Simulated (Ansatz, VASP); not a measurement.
## Two plane-wave programs on MoRu3W

```xyz
5
Lattice="4.5902 0.0000 0.0000 0.0000 4.5902 0.0000 0.0000 0.0000 4.5902" Properties=species:S:1:pos:R:3 pbc="T T T"
Mo    0.0000    0.0000    0.0000
Ru    0.0000    2.2951    2.2951
Ru    2.2951    0.0000    2.2951
Ru    2.2951    2.2951    0.0000
W     2.2951    2.2951    2.2951
```

Change from the starting cell: species swapped into the Ca3GeN type (Pm-3m, No. 221).

Alike in both runs: functional PBE; k mesh 4 × 4 × 4; occupations gaussian, width 0.1 eV; no spin polarisation.

Ansatz relaxed the structure, and its values are those at the end. VASP's run is a single point on that final structure, the one shown.

```csv
,VASP,Ansatz
version,VASP 6.6.1,Ansatz 0.2.0
potentials or method,"VASP PAW PBE potentials, release 64 (Mo_sv, Ru_pv, W_sv)","scalar-relativistic, plane waves, PAW"
plane-wave cutoff (eV),520,420
valence electrons in the cell,70,76
```

|  | VASP | Ansatz | Ansatz less VASP |
| --- | --- | --- | --- |
| gap on the k mesh at the Fermi level (eV) | none | none | - |
| pressure (GPa) | 1.4 | 0.4 | -1.06 |

A gap of «none» marks a metal or a gap that the smearing closes. The functional is the same, so the differences come from potentials, cutoffs and numerics. The two sets of potentials don't hold the same shells in valence.

Spin-orbit coupling is left out, which matters for the levels of W.
